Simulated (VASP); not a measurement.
Write the native input for VASP 6.6.1 that does the following.

```yaml
Task: relaxation of cell and atoms
Functional: PBEsol
Potentials_or_basis: VASP PAW PBE potentials, release 64 (Si, W_sv)
Cutoff: 520 eV
k_mesh: 18 × 18 × 18
Occupations: gaussian, width 0.1 eV
Spin: no spin polarisation
Further_INCAR_settings: ALGO = Normal; EDIFF = 1e-07; IBRION = 2; EDIFFG = -0.002; NSW = 80; ISIF = 3
```

The structure of Si2W lies in POSCAR:

```
Si2W
1.0
   -1.6069000000      1.6069000000      3.9149500000
    1.6069000000     -1.6069000000      3.9149500000
    1.6069000000      1.6069000000     -3.9149500000
Si W
2 1
Direct
    0.3347000000      0.3347000000      0.0000000000
    0.6653000000      0.6653000000      0.0000000000
    0.0000000000      0.0000000000      0.0000000000
```

These files were run (other wordings do the same):

INCAR

```
SYSTEM = Si2W
  PREC = Accurate
  ENCUT = 520
  EDIFF = 1E-7
  ISMEAR = 0
  SIGMA = 0.1
  LREAL = .FALSE.
  LASPH = .TRUE.
  NELM = 80
  ALGO = Normal
  ISIF = 3
  LWAVE = .FALSE.
  LCHARG = .FALSE.
  GGA = PS
  IBRION = 2
  NSW = 80
  EDIFFG = -0.002
  KPAR = 4
```

KPOINTS

```
Automatic mesh
0
G
  18 18 18
  0 0 0
```

Potentials or basis: VASP PAW PBE potentials, release 64 (Si, W_sv).

Command:

```bash
$ cat potpaw_PBE.64/Si/POTCAR potpaw_PBE.64/W_sv/POTCAR > POTCAR
$ mpirun -np 4 vasp_std > vasp.out
```

It gave:

```json
{"Relaxed volume": "13.38 Å³/atom", "Relaxed cell": "a = 4.518 Å, b = 4.518 Å, c = 4.518 Å, α = 138.46°, β = 138.46°, γ = 60.20°", "Space group after relaxing (to 0.05 Å)": "I4/mmm (No. 139)", "Energy gained by relaxing": "0.5 meV/atom", "Ionic steps": "10", "Pressure after relaxing": "0.0 GPa", "Band gap on the k mesh": "none (metal or under the smearing width)"}
```

Caveat: the PAW data sets were made with another functional, which shifts forces and pressure a little.

Wall time 3.9 min on 4 MPI ranks on Intel(R) Xeon(R) 6975P-C (Granite Rapids) (shared host), peak memory 0.44 GiB a rank.
